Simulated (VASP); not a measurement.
**Li(110), as cut: electronic structure**

Aim: model Li(110) by a slab and find how far its highest filled level lies below the vacuum.

Calculated with VASP 6.6.1; r2SCAN; plane waves and PAW (Li).

This is a report of a sequence of runs, with most program output left out.

**1. The starting structure**

The cell holds 7 atoms: 7 Li. Its edges and angles: a = 3.022 Å, b = 3.022 Å, c = 32.807 Å, α = 90.0°, β = 90.0°, γ = 70.5°. Vacuum lies along c.

Coordinates:

```xyz
7
Lattice="2.4678 -1.7450 0.0000 2.4678 1.7450 0.0000 0.0000 0.0000 32.8068" Properties=species:S:1:pos:R:3
Li    0.0000    0.0000    9.0000
Li    2.4678    0.0000   11.4678
Li    0.0000    0.0000   13.9356
Li    2.4678    0.0000   16.4034
Li    0.0000    0.0000   18.8712
Li    2.4678    0.0000   21.3390
Li    0.0000    0.0000   23.8068
```

**2. Vacuum level and density of states**

A static run writes the electrostatic potential without exchange and correlation (LVHAR), which is flat in the vacuum and gives the level to count from. The dipole correction cancels the field that unlike faces would set up across the vacuum.

Input file INCAR:

```
SYSTEM = Li
PREC = Normal
ENCUT = 300
EDIFF = 1E-06
NELM = 120
ISMEAR = -1
SIGMA = 0.1
LREAL = .FALSE.
ALGO = Normal
METAGGA = R2SCAN
LASPH = .TRUE.
NBANDS = 21
LORBIT = 11
LWAVE = .FALSE.
LCHARG = .TRUE.
IDIPOL = 3
LDIPOL = .TRUE.
DIPOL = 0.5 0.5 0.5
LVHAR = .TRUE.
LVACPOTAV = .TRUE.
LELF = .TRUE.
NEDOS = 1500
```

Input file POSCAR:

```
Li
1.0
    2.4678026663     -1.7450000000      0.0000000000
    2.4678026663      1.7450000000      0.0000000000
    0.0000000000      0.0000000000     32.8068159980
Li
7
Direct
    0.0000000000      0.0000000000      0.2743332361
    0.5000000000      0.5000000000      0.3495554908
    0.0000000000      0.0000000000      0.4247777454
    0.5000000000      0.5000000000      0.5000000000
    0.0000000000      0.0000000000      0.5752222546
    0.5000000000      0.5000000000      0.6504445092
    0.0000000000      0.0000000000      0.7256667639
```

Input file KPOINTS:

```
Automatic mesh
0
Gamma
14 14 1
0 0 0
```

Input file KPOINTS_OPT:

```
Line mode
14
Line-mode
Reciprocal
  0.00000000   0.00000000   0.00000000 GAMMA
  0.37500000  -0.37500000   0.00000000 X

  0.37500000  -0.37500000   0.00000000 X
  0.62500000   0.37500000   0.00000000 A1

  0.62500000   0.37500000   0.00000000 A1
  0.50000000   0.50000000   0.00000000 Y

  0.50000000   0.50000000   0.00000000 Y
  0.00000000   0.00000000   0.00000000 GAMMA
```

Potentials, in the order of the species: Li (PBE family, release 64).

Command:

```
$ mpirun -np 2 vasp_std
```

Elapsed: 3.1 min, on 2 MPI ranks of AMD EPYC 9R14 (Zen 4), shared host; peak memory 0.4 GiB; 6.3 min of CPU time.

This run has no spin polarisation. Its electron count is odd, so without a moment it is a metal by construction. The PAW data sets were made with PBE, which is usual practice but a small mismatch for other functionals.

Numbers from this step:

```
electronic cycles                               : 23
electrons                                       : 7
free energy (TOTEN)                             : -15.89 eV
energy at zero smearing                         : -15.83 eV
Fermi energy                                    : -1.272 eV
labelled metallic, from the levels on this mesh : yes
DOS at the Fermi level                          : 3.450 states/eV/cell
dipole moment                                   : 0, 0, 0 e·Å
vacuum levels                                   : 1.987, 1.987 eV
work functions of the upper and lower face      : 3.259, 3.259 eV
```

Electronic bands along the path, in eV, zero at the Fermi level; # counts the bands kept:

```
          point     #1     #2     #3     #4
              Γ  -3.78  -3.55  -3.14  -2.53
0.46 of the way  -2.54  -2.31  -1.91  -1.30
              X   1.21   1.48   1.97   2.11
0.46 of the way   0.00   0.03   0.10   0.16
             A1   1.21   1.48   1.97   2.11
0.46 of the way   0.63   0.90   1.39   2.11
              Y   0.39   0.67   1.16   1.88
0.46 of the way  -2.29  -2.06  -1.63  -1.01
              Γ  -3.78  -3.55  -3.14  -2.53
```

The density of states has structure finer than the step of the table below, so its rows give means over 0.5 eV, whole bins alone (the curve runs from -4.77 to 7.97 eV). Peaks (eV: height): total 0.71: 4.26, 3.63: 6.18, 6.70: 6.5; Li s -1.79: 0.263, 3.54: 0.434, 6.79: 0.458; Li p 0.75: 0.712, 3.63: 0.682, 4.62: 0.591, 6.75: 0.846.

Means over bins of 0.047 eV. Table of density of states by energy, zero at the Fermi level; means over each step; values in states/eV/cell:

```
energy (eV)   total    Li s    Li p
       -4.5  7.9e-4  1.1e-4       0
       -4.0  0.0859  0.0160  5.9e-4
       -3.5   0.659   0.118  0.0112
       -3.0    1.18   0.195  0.0381
       -2.5    1.54   0.231  0.0761
       -2.0    1.82   0.243   0.121
       -1.5    2.07   0.245   0.171
       -1.0    2.39   0.242   0.239
       -0.5    2.68   0.224   0.315
        0.0    3.32   0.200   0.463
        0.5    3.82   0.140   0.616
        1.0    3.47  0.0938   0.592
        1.5    2.66  0.0496   0.472
        2.0    1.85  0.0259   0.336
        2.5    1.21  0.0126   0.223
        3.0    1.78  0.0724   0.241
        3.5    5.22   0.387   0.541
        4.0    4.76   0.300   0.532
        4.5    4.52   0.207   0.565
        5.0    4.28   0.157   0.523
        5.5    4.01   0.131   0.496
        6.0    4.80   0.201   0.638
        6.5    6.29   0.365   0.800
        7.0    5.61   0.366   0.797
        7.5    5.39   0.298   0.745
```

The planar average of the electrostatic potential oscillates, so the rows of the table below give means over windows of 2.46 Å about each position, cut where the curve ends. Its maxima inside the range that stand out by 2 % of the span (Å: eV): 10.2: 1.82, 12.7: 1.83, 15.1: 1.81, 17.7: 1.81, 20.2: 1.83, 22.6: 1.82. Its minima: 9.0: -3.40, 11.5: -3.09, 13.9: -3.06, 16.4: -3.07, 18.9: -3.06, 21.3: -3.09, 23.8: -3.40.

Zero at the Fermi level. The planar average of the electrostatic potential by height; means over each step:

height (Å), planar average of the electrostatic potential (eV) and a bar from the least value:
```
     1.23       3.26 ##############################
     3.69       3.26 ##############################
     6.15       3.09 #############################
     8.61      -0.55 
    11.07      -0.34 ##
    13.53      -0.32 ##
    15.99      -0.33 ##
    18.45      -0.32 ##
    20.91      -0.34 ##
    23.37      -0.57 
    25.83       2.53 ########################
    28.29       3.25 ##############################
    30.75       3.26 ##############################
```

Density of states in the PAW spheres, an atom over height of the layer and energy from the Fermi level.

Ten even steps from '0' (0.000 states/eV) to '9' (0.114 states/eV), each cell a mean:
```
9889889
8888888
6677766
6666666
5566655
5555555
4444444
3444443
2333332
1322231
0111110
0000000
0000000
0000000
0000000
0000000
0000000
0000000
0000000
0000000
0000000
0000000
```
Columns: height of the layer (Å) from 9 to 23.8; rows upwards: energy from the Fermi level (eV) from -7.9 to 0.5.

Force by atom:

```csv
atom,x (eV/Å),y (eV/Å),z (eV/Å),size
Li1,0.0000,0.0000,0.0815,0.0815
Li2,0.0000,0.0000,-0.0629,0.0629
Li3,0.0000,0.0000,-0.0130,0.0130
Li4,0.0000,0.0000,0.0000,0.0000
Li5,0.0000,0.0000,0.0130,0.0130
Li6,0.0000,0.0000,0.0629,0.0629
Li7,0.0000,0.0000,-0.0815,0.0815
```

ELF in the ca plane at fractional y = 0.000, with atoms of Li within 0.2 Å of it. It is the smooth field of the valence electrons, not physical close to the nuclei.

Ten even steps from '0' (0.00) to '9' (0.74), each cell a mean:
```
73000047888888610001688888774000002221100000
75211368888888741114788887776421234432100000
87645688887788875457888877888877777542100000
88777888877788887778888777889999998642100000
88766788887788886667888877889999987642100000
86422478888888753235788877787644455432100000
74000157888888620002688888775200012321100000
62000047888888510001588888763000001221000000
```
Columns run along c (16.0 Å, from fractional 0.39 to 0.88 of the cell), rows up along a (3.0 Å). Atoms in or near the plane, at fractional coordinates: Li at (0.42, 0.00), Li at (0.58, 0.00), Li at (0.73, 0.00).

Electrostatic potential energy in the ca plane at fractional y = 0.000, with atoms of Li within 0.2 Å of it. With pseudopotentials it is smooth inside the atoms' cores, unlike the true potential.

Values in eV, 5 rows by 16 columns, each cell a mean:
```
 -6 -15  -1   1   1  -6 -15  -1   1   1  -7 -15  -1   2   2   2
  0  -3   1   1   1  -1  -3   1   0   1  -1  -3   0   2   2   2
  1   0   1   0   1   1   0   1   0   1   1  -1   1   2   2   2
 -2  -6   0   1   1  -2  -6   0   1   1  -2  -6   0   2   2   2
 -7 -18  -1   1   1  -8 -18  -1   1   1  -9 -18  -2   1   2   2
```
Columns run along c (16.0 Å, from fractional 0.39 to 0.88 of the cell; values clipped at the 3rd and 97th percentile), rows up along a (3.0 Å). Atoms in or near the plane, at fractional coordinates: Li at (0.42, 0.00), Li at (0.58, 0.00), Li at (0.73, 0.00).

Valence density in the ca plane at fractional y = 0.000, with atoms of Li within 0.2 Å of it. It is the smooth field of the valence electrons, not physical close to the nuclei.

Ten even steps from '0' (0.000 e/Å³) to '9' (0.056 e/Å³), each cell a mean:
```
86444589999998754446899998987433222110000000
87655789999999875567899988998755432110000000
98878899998999988788999988999987643210000000
99888999998999998899999888999998753210000000
99888999998999988889999888999998643210000000
98767889999999886678999988999876543210000000
87544689999999864457899988987544332110000000
86434579999998754346899998886333222110000000
```
Columns run along c (16.0 Å, from fractional 0.39 to 0.88 of the cell), rows up along a (3.0 Å). Atoms in or near the plane, at fractional coordinates: Li at (0.42, 0.00), Li at (0.58, 0.00), Li at (0.73, 0.00).

Only the dipole across the slab is computed (IDIPOL = 3); zeros along the plane are no results.

The map of layer states is cut here 0.5 eV above the Fermi level, so it leaves out the states above that.

The vacuum level lies 3.26 eV above the Fermi level at the upper face; both faces agree, as the slab has next to no dipole.

The program found no field-free point at its default tolerance, but its printed level agrees with the flat part of the planar average.

On this mesh the fine structure of the density of states is sampling noise, and high empty states may be cut by the number of bands.

**3. Putting the energies together**

This step: slab, r2SCAN; plane waves and PAW (VASP 6.6.1).

This step runs nothing: it gathers the runs above.

**4. Slab, other settings**

This step: r2SCAN; plane waves and PAW (Li) (VASP 6.6.1).

The run is repeated with some settings moved, to see what they change.

INCAR: that of step 2 with these lines changed.

```diff
@@ -11,6 +11,7 @@
 LASPH = .TRUE.
-NBANDS = 21
+NBANDS = 10
 LORBIT = 11
 LWAVE = .FALSE.
-LCHARG = .TRUE.
+LCHARG = .FALSE.
+KPAR = 2
 IDIPOL = 3
@@ -20,3 +21 @@
 LVACPOTAV = .TRUE.
-LELF = .TRUE.
-NEDOS = 1500
```

POSCAR is that of step 2.

Input file KPOINTS:

```
Automatic mesh
0
Gamma
6 6 1
0 0 0
```

Command:

```
$ mpirun -np 2 vasp_std
```

Run time: 30 s. Hardware: 2 MPI ranks; peak memory 0.28 GiB; 58 s of CPU time.

Settings moved on purpose: a k-mesh of 6×6×1 in place of 14×14×1. The run ended without an error; the comparison shows what it cost.

Against the run that it repeats, NBANDS also differs.

Side by side:

```csv
quantity,this run,the run it repeats,difference
energy at zero smearing (eV),-15.755,-15.830,0.0755
free energy (TOTEN) (eV),-15.822,-15.886,0.0639
Fermi energy (eV),-1.2978,-1.2718,-0.0260
```

One result that differs is the energy at zero smearing, -15.8 eV against -15.8 eV.

The total energy moves by 10.8 meV an atom.

**5. Outcome**

```
work function of the slab : 3.26 eV
```

What this shows: The work function is 3.26 eV at both faces. No atom was relaxed. The cell in the plane was kept as given and was not relaxed here.

[Lines on the potential files, build, host, timing and source positions are cut from VASP's logs without a mark.]

[Logs are printed without paths, hosts, clocks, repeated set-up lines and the standing remarks that a program may print on its own settings, such as how far it seeks lower states.]

[Hosts, paths, dates, database ids (printed as entryN), source tags and the programs' standing remarks are cut or masked in the printed files.]

[In band tables of VASP the shares of atoms and orbitals are scaled to a sum of 1 inside the atoms' spheres.]

[Runs that stopped without an error message from VASP are left out.]
